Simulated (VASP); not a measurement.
Consider the following.

```yaml
crystal:
  lattice:
    - [0.00000, 2.28238, 2.28238]
    - [2.28238, 0.00000, 2.28238]
    - [2.28238, 2.28238, 0.00000]
  atoms:
    - { symbol: Zr, position: [0.00000, 0.00000, 0.00000] }
    - { symbol: N, position: [0.50000, 0.50000, 0.50000] }
```

Method: vdW-DF-cx, VASP's PBE PAW potentials (set 64) (plane waves; VASP 6.6.1). Run with 520 eV cut-off, 15×15×15 Γ-centred mesh, tetrahedra with Blöchl corrections, potentials Zr_sv N.

### Question
Estimate the energy per atom (σ→0), band gap (on the k-mesh) with the smallest direct gap where there is one.

### Answer

```yaml
band gap (on the k-mesh): none (metal, semimetal or under 0.01 eV)
energy per atom (σ→0): -8.537 eV/atom
```

The compound is ZrN in the rock salt structure. It was relaxed first. The electron count is odd and the run is not spin-polarised, which forces a metal.
